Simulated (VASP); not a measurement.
Input:

```xyz
6
Lattice="-3.6329 3.6329 4.5416 3.6329 -3.6329 4.5416 3.6329 3.6329 -4.5416" Properties=species:S:1:pos:R:3 pbc="T T T"
Ba     0.0000     0.0000     6.8124
Ba     0.0000     0.0000     2.2708
Te     2.6443    -0.9886     4.5416
Te     0.9886     4.6215     0.0000
Te     0.9886     2.6443     4.5416
Te     2.6443     0.9886     0.0000
```

Method: PBEsol GGA, VASP's PBE PAW potentials (set 64) (plane waves; VASP). Run with 300 eV cut-off, 3×3×3 Γ-centred mesh, Fermi-Dirac smearing of 0.020 eV, potentials Ba_sv Te.

At this cut-off the stress carries a Pulay error, which pulls relaxed volumes low.

Q: Which forces act on the atoms, in eV/Å?

A: 
```csv
atom,Fx,Fy,Fz
Ba1,0.000,0.000,0.000
Ba2,0.000,0.000,0.000
Te3,-0.110,-0.110,0.000
Te4,0.110,0.110,0.000
Te5,0.110,-0.110,0.000
Te6,-0.110,0.110,0.000
```

Q: Give the stress tensor in GPa (positive for a compressed cell).

A: 
```
-1.73   0.00   0.00
 0.00  -1.73   0.00
 0.00   0.00  -1.45
```
The pressure is its mean diagonal, -1.64 GPa.

The structure comes from a computed database's BaTe2 entry (I4/mcm); how it stands against other phases isn't given here. The cell was not relaxed at this level.
